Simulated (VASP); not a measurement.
Method: PBEsol GGA, VASP's PBE PAW potentials (set 64) (plane waves; VASP).

The input files of a VASP run:

INCAR:
```
LMAXMIX = 4   # l cut-off of mixed one-centre charges
ISIF = 3   # ions, shape and volume
EDIFFG = -0.02   # ionic stop
LCHARG = .False.
LWAVE = .False.
GGA = PS   # PBEsol
EDIFF = 1E-6   # SCF stop (eV)
ISMEAR = 1
IBRION = 2   # conjugate gradients
SIGMA = 0.1
ALGO = Normal
PREC = Accurate
ENCUT = 500   # plane-wave cut-off (eV)
NELM = 100
LREAL = .False.
LASPH = .True.   # aspherical one-centre terms
PSTRESS = 200   # kbar
NSW = 40   # most ionic steps
SYSTEM = RuAl
```

### KPOINTS
```
Regular mesh
0
Gamma
  12 12 12
```

POSCAR:
```
RuAl
1.0
  2.9353348654   0.0000000000   0.0000000000
  0.0000000000   2.9353348654   0.0000000000
  0.0000000000   0.0000000000   2.9353348654
Al Ru
1 1
Direct
  0.5000000000   0.5000000000   0.5000000000
  0.0000000000   0.0000000000   0.0000000000
```

POTCAR, in this order: Al Ru_pv (PBE.64 set). Program: vasp_std.

The resulting files:

### OSZICAR
```
       N       E                     dE             d eps       ncg     rms          rms(c)
DAV:   1     0.108048815222E+03    0.10805E+03   -0.92393E+03  2032   0.129E+03
DAV:   2    -0.140619695828E+02   -0.12211E+03   -0.11759E+03  2208   0.345E+02
DAV:   3    -0.162776252692E+02   -0.22157E+01   -0.21844E+01  2372   0.478E+01
DAV:   4    -0.163005133084E+02   -0.22888E-01   -0.22879E-01  2344   0.475E+00
DAV:   5    -0.163010829218E+02   -0.56961E-03   -0.56960E-03  2440   0.664E-01    0.149E+01
DAV:   6    -0.155847221268E+02    0.71636E+00   -0.40467E+00  2148   0.234E+01    0.258E+00
DAV:   7    -0.155139315531E+02    0.70791E-01   -0.26862E-01  2136   0.631E+00    0.240E+00
DAV:   8    -0.154945551529E+02    0.19376E-01   -0.17829E-02  2228   0.122E+00    0.239E-01
DAV:   9    -0.154943903691E+02    0.16478E-03   -0.29092E-04  2388   0.147E-01    0.155E-01
DAV:  10    -0.154943844458E+02    0.59233E-05   -0.25783E-05  2592   0.652E-02    0.156E-02
DAV:  11    -0.154943829891E+02    0.14567E-05   -0.20921E-06  1608   0.201E-02    0.805E-03
DAV:  12    -0.154943825977E+02    0.39145E-06   -0.93825E-08  1112   0.408E-03
   1 F= -.12337253E+02 E0= -.12337123E+02  d E =-.123373E+02
       N       E                     dE             d eps       ncg     rms          rms(c)
DAV:   1    -0.191975648498E+02   -0.37032E+01   -0.67758E+01  2108   0.117E+02    0.275E+01
DAV:   2    -0.150863469414E+02    0.41112E+01   -0.18509E+01  2108   0.543E+01    0.831E+00
DAV:   3    -0.150155152420E+02    0.70832E-01   -0.43063E-01  2144   0.769E+00    0.352E+00
DAV:   4    -0.150120327253E+02    0.34825E-02   -0.13166E-01  2060   0.359E+00    0.888E-01
DAV:   5    -0.150104117102E+02    0.16210E-02   -0.68021E-03  2432   0.109E+00    0.400E-01
DAV:   6    -0.150108374802E+02   -0.42577E-03   -0.31655E-04  2260   0.177E-01    0.671E-02
DAV:   7    -0.150108303068E+02    0.71735E-05   -0.23360E-05  2620   0.545E-02    0.178E-02
DAV:   8    -0.150108286356E+02    0.16712E-05   -0.83582E-07  1384   0.104E-02    0.255E-03
DAV:   9    -0.150108287028E+02   -0.67206E-07   -0.89738E-08  1032   0.289E-03
   2 F= -.12202828E+02 E0= -.12202780E+02  d E =0.134425E+00
       N       E                     dE             d eps       ncg     rms          rms(c)
DAV:   1    -0.177494313495E+02   -0.27386E+01   -0.35372E+01  2076   0.884E+01    0.123E+01
DAV:   2    -0.156681346083E+02    0.20813E+01   -0.14376E+01  2140   0.458E+01    0.413E+00
DAV:   3    -0.154152522409E+02    0.25288E+00   -0.76873E-01  2120   0.103E+01    0.142E+00
DAV:   4    -0.154129391827E+02    0.23131E-02   -0.43521E-02  2176   0.161E+00    0.753E-01
DAV:   5    -0.154155138427E+02   -0.25747E-02   -0.94169E-03  2132   0.100E+00    0.172E-01
DAV:   6    -0.154158268321E+02   -0.31299E-03   -0.11864E-03  2616   0.371E-01    0.545E-02
DAV:   7    -0.154157966420E+02    0.30190E-04   -0.25710E-04  2212   0.182E-01    0.271E-02
DAV:   8    -0.154157918898E+02    0.47523E-05   -0.21006E-05  2252   0.544E-02    0.312E-03
DAV:   9    -0.154157919011E+02   -0.11358E-07   -0.37253E-07  1060   0.680E-03
   3 F= -.12365856E+02 E0= -.12365746E+02  d E =-.286031E-01
       N       E                     dE             d eps       ncg     rms          rms(c)
DAV:   1    -0.154132117873E+02    0.25801E-02   -0.46732E-03  2084   0.990E-01    0.174E-01
DAV:   2    -0.154129266836E+02    0.28510E-03   -0.16704E-03  2128   0.501E-01    0.572E-02
DAV:   3    -0.154129070277E+02    0.19656E-04   -0.70769E-05  2112   0.102E-01    0.141E-02
DAV:   4    -0.154129080458E+02   -0.10181E-05   -0.82435E-06  2088   0.215E-02    0.326E-03
DAV:   5    -0.154129081963E+02   -0.15055E-06   -0.20188E-07  1056   0.499E-03
   4 F= -.12365881E+02 E0= -.12365772E+02  d E =-.286279E-01
```

### OUTCAR
```
------------------------ aborting loop because EDIFF is reached ----------------------------------------
  FORCE on cell =-STRESS in cart. coord.  units (eV):
  Direction    XX          YY          ZZ          XY          YZ          ZX
  --------------------------------------------------------------------------------------
  Total        3.0447239      3.0447239      3.0447239     -0.0000000     -0.0000000      0.0000000
  in kB      199.8488259    199.8488259    199.8488259     -0.0000000     -0.0000000      0.0000000
  external PRESSURE =      -0.1511741 kB  Pullay stress =     200.0000000 kB
  volume of cell :       24.41
      direct lattice vectors                 reciprocal lattice vectors
     2.900807866  0.000000000 -0.000000000     0.344731553  0.000000000  0.000000000
    -0.000000000  2.900807866  0.000000000    -0.000000000  0.344731553 -0.000000000
    -0.000000000  0.000000000  2.900807866     0.000000000 -0.000000000  0.344731553
 POSITION                                       TOTAL-FORCE (eV/Angst)
 -----------------------------------------------------------------------------------
      1.45040      1.45040      1.45040        -0.000000     -0.000000      0.000000
      0.00000      0.00000      0.00000         0.000000      0.000000      0.000000
 -----------------------------------------------------------------------------------
    total drift:                                0.000000      0.000000      0.000000
  FREE ENERGIE OF THE ION-ELECTRON SYSTEM (eV)
  ---------------------------------------------------
  free  energy   TOTEN  =       -15.4129081963 eV

  energy  without entropy=      -15.4125808071  energy(sigma->0) =      -15.41279907
  enthalpy is  TOTEN    =       -12.3658811679 eV   P V=        3.0470270284

 reached required accuracy - stopping structural energy minimisation
```
(Selected blocks of OUTCAR.)

CONTCAR:
```
RuAl
   1.00000000000000
     2.9008078662517924    0.0000000000000000   -0.0000000000000000
    -0.0000000000000000    2.9008078662517924    0.0000000000000000
    -0.0000000000000000    0.0000000000000000    2.9008078662517924
  Al              Ru
     1     1
Direct
     0.5000000000000000    0.5000000000000000    0.5000000000000000
     0.0000000000000000    0.0000000000000000    0.0000000000000000
```

### OUTCAR
```
 val. band max:       11.9586474504   @ k =   0.0833   0.0833   0.0000

 cond. band min:      11.9730792550   @ k =   0.2500   0.0833   0.0833


 Fermi energy:        11.9608009850

 k-point     1 :       0.0000    0.0000    0.0000
  band No.  band energies     occupation
      1     -29.7817      2.00000
      2     -29.7817      2.00000
      3     -29.7817      2.00000
      4       1.7212      2.00000
      5       7.8306      2.00000
      6       7.8306      2.00000
      7      12.1778     -0.00889
      8      12.1778     -0.00889
      9      12.1778     -0.00889
     10      18.4938      0.00000
     11      18.4938      0.00000
     12      18.4938      0.00000

 k-point     2 :       0.0833    0.0000    0.0000
  band No.  band energies     occupation
      1     -29.8020      2.00000
      2     -29.7800      2.00000
      3     -29.7800      2.00000
      4       1.8664      2.00000
      5       7.8835      2.00000
      6       7.8916      2.00000
      7      11.9873      0.56922
      8      11.9873      0.56921
      9      12.1971     -0.00418
     10      17.8470      0.00000
     11      18.7854      0.00000
     12      18.7854      0.00000

 k-point     3 :       0.1667    0.0000    0.0000
  band No.  band energies     occupation
      1     -29.8572      2.00000
      2     -29.7753      2.00000
      3     -29.7753      2.00000
      4       2.2908      2.00000
      5       8.0215      2.00000
      6       8.0332      2.00000
      7      11.5285      2.00000
      8      11.5285      2.00000
      9      12.2504     -0.00033
     10      16.5804      0.00000
     11      19.5467      0.00000
     12      19.5467      0.00000

 k-point     4 :       0.2500    0.0000    0.0000
  band No.  band energies     occupation
      1     -29.9321      2.00000
      2     -29.7689      2.00000
      3     -29.7689      2.00000
      4       2.9632      2.00000
      5       8.0529      2.00000
      6       8.2513      2.00000
...
```

Energy and stress use the plane-wave basis of the starting cell.

The compound is RuAl in the CsCl type structure. This run relaxes it under an external pressure of 20 GPa. Symmetry was kept, so distortions that lower it aren't found. The electron count is odd and the run is not spin-polarised, which forces a metal.
